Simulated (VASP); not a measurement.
Output of a VASP run:

File OSZICAR:
```
       N       E                     dE             d eps       ncg     rms          rms(c)
DAV:   1     0.154350158428E+03    0.15435E+03   -0.94955E+03   818   0.146E+03
DAV:   2     0.239149495605E+01   -0.15196E+03   -0.14911E+03   842   0.351E+02
DAV:   3    -0.791416802054E+01   -0.10306E+02   -0.10125E+02  1082   0.970E+01
DAV:   4    -0.814819943922E+01   -0.23403E+00   -0.23392E+00  1004   0.166E+01
DAV:   5    -0.815706290009E+01   -0.88635E-02   -0.88633E-02  1128   0.299E+00    0.725E+00
DAV:   6    -0.809071311625E+01    0.66350E-01   -0.10530E-01  1182   0.369E+00    0.453E+00
DAV:   7    -0.807897777528E+01    0.11735E-01   -0.63751E-02  1076   0.205E+00    0.583E-01
DAV:   8    -0.807737251208E+01    0.16053E-02   -0.10460E-02  1052   0.122E+00    0.238E-01
DAV:   9    -0.807742387479E+01   -0.51363E-04   -0.63932E-04   962   0.261E-01    0.814E-02
DAV:  10    -0.807742137478E+01    0.25000E-05   -0.22282E-05  1040   0.682E-02    0.259E-02
DAV:  11    -0.807742173067E+01   -0.35588E-06   -0.30128E-06   842   0.185E-02
   1 F= -.16838168E+01 E0= -.16838017E+01  d E =-.168382E+01
       N       E                     dE             d eps       ncg     rms          rms(c)
DAV:   1    -0.805998006211E+01    0.17441E-01   -0.50066E-02  1028   0.449E+00    0.238E-01
DAV:   2    -0.805860586199E+01    0.13742E-02   -0.29007E-03  1004   0.117E+00    0.785E-02
DAV:   3    -0.805837319885E+01    0.23266E-03   -0.91060E-04  1040   0.587E-01    0.130E-02
DAV:   4    -0.805837295245E+01    0.24640E-06   -0.20375E-05   836   0.438E-02    0.139E-02
DAV:   5    -0.805837320329E+01   -0.25084E-06   -0.35375E-06   938   0.217E-02
   2 F= -.16837277E+01 E0= -.16837173E+01  d E =0.891122E-04
       N       E                     dE             d eps       ncg     rms          rms(c)
DAV:   1    -0.807324233660E+01   -0.14869E-01   -0.27021E-02  1010   0.332E+00    0.176E-01
DAV:   2    -0.807250292329E+01    0.73941E-03   -0.15616E-03   998   0.853E-01    0.577E-02
DAV:   3    -0.807237693922E+01    0.12598E-03   -0.49465E-04  1022   0.432E-01    0.955E-03
DAV:   4    -0.807237679655E+01    0.14267E-06   -0.10929E-05   836   0.324E-02    0.107E-02
DAV:   5    -0.807237689319E+01   -0.96639E-07   -0.16815E-06   694   0.160E-02
   3 F= -.16838282E+01 E0= -.16838145E+01  d E =-.114421E-04
```

### OUTCAR
```
------------------------ aborting loop because EDIFF is reached ----------------------------------------
  FORCE on cell =-STRESS in cart. coord.  units (eV):
  Direction    XX          YY          ZZ          XY          YZ          ZX
  --------------------------------------------------------------------------------------
  Total        6.3886195      6.3886195      6.3886195     -0.0000000      0.0000000      0.0000000
  in kB      200.0022183    200.0022183    200.0022183     -0.0000000      0.0000000      0.0000000
  external PRESSURE =       0.0022183 kB  Pullay stress =     200.0000000 kB
  volume of cell :       51.18
      direct lattice vectors                 reciprocal lattice vectors
     0.000000000  2.946801846  2.946801846    -0.169675474  0.169675474  0.169675474
     2.946801846 -0.000000000  2.946801846     0.169675474 -0.169675474  0.169675474
     2.946801846  2.946801846 -0.000000000     0.169675474  0.169675474 -0.169675474
  FREE ENERGIE OF THE ION-ELECTRON SYSTEM (eV)
  ---------------------------------------------------
  free  energy   TOTEN  =        -8.0723768932 eV

  energy  without entropy=       -8.0723495327  energy(sigma->0) =       -8.07236321
  enthalpy is  TOTEN    =        -1.6838282126 eV   P V=        6.3885486806

 reached required accuracy - stopping structural energy minimisation
```
(Selected blocks of OUTCAR.)

**POSCAR**
```
PbTe
1
   -0.0000000000     2.9475790656     2.9475790656
    2.9475790656     0.0000000000     2.9475790656
    2.9475790656     2.9475790656     0.0000000000
Te Pb
1 1
Direct
  0.5000000000   0.5000000000   0.5000000000
  0.0000000000   0.0000000000   0.0000000000
```

Problem. Reconstruct the remaining input files.

Solution. One answer among several that fit: the input of the run itself, LDA (Ceperley-Alder, Perdew-Zunger), plane waves, VASP's LDA PAW potentials (set 64).

KPOINTS:
```
Automatic mesh
0
Gamma
8 8 8
0 0 0
```

**INCAR**
```
ALGO = Normal
EDIFF = 1E-6
EDIFFG = -0.02
ENCUT = 500
IBRION = 2
ISIF = 3
ISMEAR = 0
LASPH = .True.
LCHARG = .False.
LMAXMIX = 4
LREAL = .False.
LWAVE = .False.
NELM = 100
NSW = 40
PREC = Accurate
PSTRESS = 200
SIGMA = 0.05
SYSTEM = PbTe
```

POTCAR, in this order: Te Pb_d (LDA.64 set). Program: vasp_std.

The compound is PbTe in the rock salt structure. This run relaxes it under an external pressure of 20 GPa. Symmetry was kept, so distortions that lower it aren't found.
